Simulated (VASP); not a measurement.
The input files of a VASP run:

INCAR:
```
SYSTEM = FeB
PREC = Accurate; ENCUT = 400; LREAL = .FALSE.
LASPH = .TRUE.
EDIFF = 1E-6; NELM = 100; ALGO = Normal
LMAXMIX = 4
ISMEAR = 0; SIGMA = 0.1
MAGMOM = 4.0 0.0
ISPIN = 2
ISIF = 2
LWAVE = .FALSE.; LCHARG = .FALSE.; LORBIT = 11
```

### KPOINTS
```
kpoints
0
Gamma
  7 7 7
```

File POSCAR:
```
FeB
1
    2.4289610000     0.0000000000     0.0000000000
    0.0000000000     2.4289610000     0.0000000000
    0.0000000000     0.0000000000     2.4289610000
Fe B
1 1
Direct
  0.0000000000   0.0000000000   0.0000000000
  0.5000000000   0.5000000000   0.5000000000
```

POTCAR, in this order: Fe B (LDA.64 set). Program: vasp_std.

Q: Write an equivalent input for Quantum ESPRESSO's pw.x.

A: One equivalent input (not run):
```
&CONTROL
  calculation = 'scf'
  pseudo_dir = './pseudo'
  outdir = './out'
  tprnfor = .true.
  tstress = .true.
/
&SYSTEM
  ibrav = 0
  nat = 2
  ntyp = 2
  ecutwfc = 90
  occupations = 'smearing'
  smearing = 'gaussian'
  degauss = 0.00735
  input_dft = 'pz'
  nspin = 2
  starting_magnetization(1) = 0.4
/
&ELECTRONS
  conv_thr = 7.3e-08
  electron_maxstep = 100
/
ATOMIC_SPECIES
  Fe 55.845 Fe.upf
  B 10.810 B.upf
CELL_PARAMETERS angstrom
     2.4289610    0.0000000    0.0000000
     0.0000000    2.4289610    0.0000000
     0.0000000    0.0000000    2.4289610
ATOMIC_POSITIONS crystal
  Fe   0.0000000  0.0000000  0.0000000
  B    0.5000000  0.5000000  0.5000000
K_POINTS automatic
  7 7 7 0 0 0
```
Limits of the translation: the potentials are each code's own (VASP's PAW set, PseudoDojo norm-conserving files in pw.x), so ENCUT and ecutwfc are chosen apart and not converted; conv_thr bounds pw.x's estimated SCF error, while EDIFF bounds the energy change between steps; starting_magnetization is a fraction of the valence charge and MAGMOM a moment in μB, so they match only roughly.

The structure was generated: FeB was put into an ordered model structure, which need not be its known phase. The cell was not relaxed at this level. The k-mesh is coarse (spacing up to 0.37 per Å, 2π included), so the numbers may not be converged in it. The run is one of a series of settings (GGA removed, POTCAR Fe B (LDA.64 set) against the base run), some of them coarse on purpose.
